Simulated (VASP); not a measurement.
# Y3Mg (Fm-3m) in VASP: further runs

The runs below take Y3Mg through single point, relaxation of cell and atoms, with LDA.

Program: VASP 6.6.1. These are calculated values, not measurements. Logs are shortened: lines on timing, memory, paths and dates and some standing lists are left out, and cuts for length are marked.

### 1 Starting point

The structure is cubic, space group Fm-3m (No. 225). Conventional cell: a = 7.602 Å, b = 7.602 Å, c = 7.602 Å, α = 90.00°, β = 90.00°, γ = 90.00°. Around Y (site symmetry m-3m) lie 8 Y at 3.29 Å. Y (site symmetry -43m) is surrounded by 4 Y at 3.29 Å and 4 Mg at 3.29 Å. Mg (site symmetry m-3m) has 8 Y at 3.29 Å as nearest neighbours.

The cell comes from a database or a generator and needn't be the stable form of this composition.

### 2 Single point, LDA

The input, INCAR:

```
PREC = Accurate
ENCUT = 520
EDIFF = 1E-6
ISMEAR = -1
SIGMA = 0.05
LREAL = False
LASPH = True
NELM = 100
ALGO = Normal
ISIF = 2
LWAVE = False
LCHARG = False
NBANDS = 26
```

The input, KPOINTS:

```
regular mesh
0
Gamma
  4 4 4
```

The input, POSCAR:

```
Y3Mg
1.0
    0.0000000000      3.8010921380      3.8010921380
    3.8010921380      0.0000000000      3.8010921380
    3.8010921380      3.8010921380      0.0000000000
Y Mg
3 1
Direct
    0.5000000000      0.5000000000      0.5000000000
    0.2500000000      0.2500000000      0.2500000000
    0.7500000000      0.7500000000      0.7500000000
    0.0000000000      0.0000000000      0.0000000000
```

Potentials or basis: VASP PAW LDA potentials, release 64 (Y_sv, Mg).

Launch:

```
cat potpaw_LDA.64/Y_sv/POTCAR potpaw_LDA.64/Mg/POTCAR > POTCAR
mpirun -np 1 vasp_std > vasp.out
```

OUTCAR:

```text
PREC = Accurate
   ENCUT = 520
   EDIFF = 1E-6
   ISMEAR = -1
   LREAL = False
   LASPH = True
   NELM = 100
   ISIF = 2

 ion  position               nearest neighbor table
   1  0.500  0.500  0.500-   2 3.29   2 3.29   2 3.29   2 3.29   3 3.29   3 3.29   3 3.29   3 3.29
                             4 3.80   4 3.80   4 3.80   4 3.80   4 3.80   4 3.80
   2  0.250  0.250  0.250-   4 3.29   4 3.29   4 3.29   1 3.29   4 3.29   1 3.29   1 3.29   1 3.29
                             3 3.80   3 3.80   3 3.80   3 3.80   3 3.80   3 3.80
   3  0.750  0.750  0.750-   1 3.29   1 3.29   1 3.29   1 3.29   4 3.29   4 3.29   4 3.29   4 3.29
                             2 3.80   2 3.80   2 3.80   2 3.80   2 3.80   2 3.80
   4  0.000  0.000  0.000-   3 3.29   3 3.29   3 3.29   2 3.29   3 3.29   2 3.29   2 3.29   2 3.29
                             1 3.80   1 3.80   1 3.80   1 3.80   1 3.80   1 3.80

  LATTYP: Found a face centered cubic cell.
 ALAT       =     7.6021842760

  Lattice vectors:

 A1 = (   0.0000000000,   3.8010921380,   3.8010921380)
 A2 = (   3.8010921380,   0.0000000000,   3.8010921380)
 A3 = (   3.8010921380,   3.8010921380,   0.0000000000)

Analysis of symmetry for initial positions (statically):
=====================================================================
 Subroutine PRICEL returns:
 Original cell was already a primitive cell.

 Routine SETGRP: Setting up the symmetry group for a
 face centered cubic supercell.

 Subroutine GETGRP returns: Found 48 space group operations
 (whereof 48 operations were pure point group operations)
 out of a pool of 48 trial point group operations.

The static configuration has the point symmetry O_h .

Analysis of symmetry for dynamics (positions and initial velocities):
=====================================================================
 Subroutine PRICEL returns:
 Original cell was already a primitive cell.

 Routine SETGRP: Setting up the symmetry group for a
 face centered cubic supercell.

 Subroutine GETGRP returns: Found 48 space group operations
 (whereof 48 operations were pure point group operations)
 out of a pool of 48 trial point group operations.

The dynamic configuration has the point symmetry O_h .

 Subroutine INISYM returns: Found 48 space group operations
 (whereof 48 operations are pure point group operations),
 and found     1 'primitive' translations

----------------------------------------------------------------------------------------

                                     Primitive cell

  volume of cell :     109.8387

  direct lattice vectors                    reciprocal lattice vectors
[... 77 lines left out ...]
   NSW    =      0    number of steps for IOM
   IBRION =     -1    ionic relax: 0-MD 1-quasi-New 2-CG
   NFREE  =      0    steps in history (QN), initial steepest desc. (CG)
   ISIF   =      2    stress and relaxation
   ISYM   =      2    0-nonsym 1-usesym 2-fastsym
   POTIM  = 0.5000    time-step for ionic-motion
   TEBEG  =    0.0;   TEEND  =   0.0 temperature during run
   PSTRESS=    0.0 pullay stress
   NELECT =      35.0000    total number of electrons
   NUPDOWN=      -1.0000    fix difference up-down
   EMIN   =  10.00;   EMAX   =-10.00  energy-range for DOS
   EFERMI =   0.00;   METHOD = LEGACY
   ISMEAR =    -1;   SIGMA  =   0.05  broadening in eV -4-tet -1-fermi 0-gaus
   EFERMI_NEDOS =   21; number of points for ismear=-14 and -15
   IALGO  =     38    algorithm
   IMIX   =      4    mixing-type and parameters
     AMIX     =   0.40;   BMIX     =  1.00
     AMIX_MAG =   1.60;   BMIX_MAG =  1.00
  volume/ion in A,a.u.               =      27.46       185.31
  Fermi-wavevector in a.u.,A,eV,Ry     =   1.118182  2.113057 17.011782  1.250331
  Thomas-Fermi vector in A             =   2.254811
   LORBIT       =      0    0 simple, 1 ext, 2 COOP (PROOUT), +10 PAW based schemes
   GGA     = CA    functional components
   LHFCALC =     F    Hartree Fock is set to
   AEXX    =    0.0000 exact exchange contribution
   IVDW    =     0    specifies the selected vdW correction
   LEPSILON=     F    determine dielectric tensor
   LRPA    =     F    only Hartree local field effects (RPA)
 non-spin polarized calculation
  energy-cutoff  :      520.00
  volume of cell :      109.84
 maximum number of plane-waves:      2996
   NGX = 19   NGY = 19   NGZ = 19

 number of electron      35.0000002 magnetization

 Free energy of the ion-electron system (eV)
  ---------------------------------------------------
  ext. energy  EPLUGINS =         0.00000000
  ---------------------------------------------------
  free energy    TOTEN  =       -22.62297905 eV

  energy without entropy =      -22.58091248  energy(sigma->0) =      -22.60194576

 E-fermi :   3.2992     XC(G=0):  -9.8455

 val. band max:        3.2340598960   @ k =   0.2500   0.0000   0.0000
 cond. band min:       3.3469214896   @ k =   0.5000   0.2500   0.0000
 fundamental gap:      0.1128615937
 Fermi energy:         3.2991796756

 k-point     1 :       0.0000    0.0000    0.0000
  band No.  band energies     occupation
      1     -39.1512      2.00000
      2     -39.0324      2.00000
      3     -38.9759      2.00000
      4     -19.4240      2.00000
      5     -19.4240      2.00000
      6     -19.4240      2.00000
[... 221 lines left out ...]
     25       6.5039      0.00000
     26       6.6677      0.00000

------------------------ aborting loop because EDIFF is reached ----------------------------------------

  FORCE on cell =-STRESS in cart. coord.  units (eV):
  Direction    XX          YY          ZZ          XY          YZ          ZX
  --------------------------------------------------------------------------------------
  -------------------------------------------------------------------------------------
  Total       -0.2420491     -0.2420491     -0.2420491      0.0000000     -0.0000000      0.0000000
  in kB       -3.5306837     -3.5306837     -3.5306837      0.0000000     -0.0000000      0.0000000
  external PRESSURE =      -3.5306837 kB  Pullay stress =       0.0000000 kB

 VOLUME and BASIS-vectors are now :
 -----------------------------------------------------------------------------
  energy-cutoff  :      520.00
  volume of cell :      109.84
      direct lattice vectors                 reciprocal lattice vectors
     0.000000000  3.801092138  3.801092138    -0.131541142  0.131541142  0.131541142
     3.801092138  0.000000000  3.801092138     0.131541142 -0.131541142  0.131541142
     3.801092138  3.801092138  0.000000000     0.131541142  0.131541142 -0.131541142

 POSITION                                       TOTAL-FORCE (eV/Angst)
 -----------------------------------------------------------------------------------
      3.80109      3.80109      3.80109         0.000000     -0.000000      0.000000
      1.90055      1.90055      1.90055        -0.000000      0.000000     -0.000000
      5.70164      5.70164      5.70164         0.000000     -0.000000      0.000000
      0.00000      0.00000      0.00000         0.000000     -0.000000      0.000000
 -----------------------------------------------------------------------------------
    total drift:                               -0.000000     -0.000000      0.000000

  FREE ENERGIE OF THE ION-ELECTRON SYSTEM (eV)
  ---------------------------------------------------
  free  energy   TOTEN  =       -22.6229790451 eV

  energy  without entropy=      -22.5809124817  energy(sigma->0) =      -22.60194576
```

OSZICAR:

```text
N       E                     dE             d eps       ncg     rms          rms(c)
DAV:   1     0.162163930855E+03    0.16216E+03   -0.16878E+04   424   0.125E+03
DAV:   2    -0.683180554739E+01   -0.16900E+03   -0.16471E+03   494   0.295E+02
DAV:   3    -0.225669581444E+02   -0.15735E+02   -0.15520E+02   774   0.513E+01
DAV:   4    -0.232505050681E+02   -0.68355E+00   -0.68144E+00   528   0.116E+01
DAV:   5    -0.232768228650E+02   -0.26318E-01   -0.26306E-01   630   0.187E+00    0.397E+01
DAV:   6    -0.226827713041E+02    0.59405E+00   -0.10835E+00   454   0.451E+00    0.242E+01
DAV:   7    -0.226463298497E+02    0.36441E-01   -0.12974E+00   652   0.486E+00    0.233E+00
DAV:   8    -0.226236931865E+02    0.22637E-01   -0.26393E-01   512   0.211E+00    0.789E-01
DAV:   9    -0.226230292829E+02    0.66390E-03   -0.14014E-02   652   0.775E-01    0.295E-01
DAV:  10    -0.226230529462E+02   -0.23663E-04   -0.47641E-03   504   0.408E-01    0.128E-01
DAV:  11    -0.226229790931E+02    0.73853E-04   -0.78373E-04   500   0.143E-01    0.243E-02
DAV:  12    -0.226229794867E+02   -0.39360E-06   -0.29214E-05   608   0.309E-02    0.110E-02
DAV:  13    -0.226229790451E+02    0.44162E-06   -0.32564E-06   432   0.109E-02
   1 F= -.22622979E+02 E0= -.22601946E+02  d E =-.420666E-01
```

Wall time 22 s (1 thread of Intel Xeon Platinum 8559C (Emerald Rapids), shared host); peak memory 0.21 GiB.

What came out:

```yaml
Free_energy: -22.6230 eV
Pressure: -0.4 GPa
Band_gap_on_the_k_mesh: none (metal or under the smearing width)
```

### 3 Relaxation of cell and atoms, LDA

This run uses another cell than the first one, of 30.08 Å³/atom, 1.096 times its volume.

The input, INCAR:

```
SYSTEM = Y3Mg
PREC     = Accurate       ! precision mode
ENCUT    = 600            ! plane-wave cutoff, eV
EDIFF    = 1E-6           ! SCF threshold, eV
ISMEAR   = -1             ! smearing method
SIGMA    = 0.05           ! smearing width, eV
LREAL    = .FALSE.        ! projectors in reciprocal space
LASPH    = .TRUE.         ! aspherical terms in the spheres
NELM     = 100            ! most SCF steps
ALGO     = Normal         ! electronic algorithm
ISIF     = 8              ! what is computed and relaxed
LWAVE    = .FALSE.        ! write WAVECAR
LCHARG   = .FALSE.        ! write CHGCAR
IBRION   = 2              ! ionic algorithm
NSW      = 60             ! ionic steps
EDIFFG   = -0.03          ! ionic threshold
```

The input, KPOINTS:

```
Automatic mesh
0
G
  4 4 4
  0 0 0
```

The input, POSCAR:

```
Y3Mg
1.0
    0.0000000000      3.9185490000      3.9185490000
    3.9185490000      0.0000000000      3.9185490000
    3.9185490000      3.9185490000      0.0000000000
Y Mg
3 1
Direct
    0.5000000000      0.5000000000      0.5000000000
    0.2500000000      0.2500000000      0.2500000000
    0.7500000000      0.7500000000      0.7500000000
    0.0000000000      0.0000000000      0.0000000000
```

Potentials or basis: VASP PAW LDA potentials, release 64 (Y_sv, Mg).

Launch:

```
cat potpaw_LDA.64/Y_sv/POTCAR potpaw_LDA.64/Mg/POTCAR > POTCAR
mpirun -np 1 vasp_std > vasp.out
```

Run time: 83 s. Hardware: 1 thread of Intel Xeon Platinum 8559C (Emerald Rapids), shared host; peak memory 0.29 GiB.

It converged, with:

```
Free energy                            : -22.6243 eV
Relaxed volume                         : 27.26 Å³/atom
Relaxed cell                           : a = 5.362 Å, b = 5.362 Å, c = 5.362 Å, α = 60.00°, β = 60.00°, γ = 60.00°
Space group after relaxing (to 0.05 Å) : Fm-3m (No. 225)
Energy gained by relaxing              : 36.5 meV/atom
Ionic steps                            : 3
Pressure after relaxing                : 0.0 GPa
Band gap on the k mesh                 : none (metal or under the smearing width)
```

The path:
```
step  energy change (eV)  largest force (eV/Å)  pressure (GPa)  volume (Å³)
   1              0.0000                0.0000           -3.86       120.34
   2             -0.1448                0.0000            0.39       108.15
   3             -0.1459                0.0000            0.00       109.03
```

Final structure:
```cif
data_structure
_symmetry_space_group_name_H-M 'P 1'
_symmetry_Int_Tables_number 1
_cell_length_a 5.3624
_cell_length_b 5.3624
_cell_length_c 5.3624
_cell_angle_alpha 60.000
_cell_angle_beta 60.000
_cell_angle_gamma 60.000
_cell_volume 109.03
loop_
_atom_site_label
_atom_site_type_symbol
_atom_site_fract_x
_atom_site_fract_y
_atom_site_fract_z
_atom_site_occupancy
Y1 Y 0.50000 0.50000 0.50000 1
Y2 Y 0.25000 0.25000 0.25000 1
Y3 Y 0.75000 0.75000 0.75000 1
Mg1 Mg 0.00000 0.00000 0.00000 1
```

Levels at points of the mesh, in eV from the Fermi level:
| k point | band 13 | band 14 | band 15 | band 16 | band 17 | band 18 | band 19 | band 20 | band 21 |
| --- | --- | --- | --- | --- | --- | --- | --- | --- | --- |
| (0.00, 0.00, 0.00) | -5.41 | -1.22 | -1.22 | -0.77 | -0.77 | -0.77 | 0.55 | 0.55 | 0.55 |
| (0.50, 0.00, 0.00) | -3.33 | -3.01 | -1.03 | -1.03 | -0.11 | 0.16 | 0.16 | 0.56 | 0.56 |
| (0.50, 0.50, 0.00) | -3.13 | -2.57 | -1.63 | -1.55 | 0.31 | 0.40 | 0.40 | 0.44 | 0.44 |
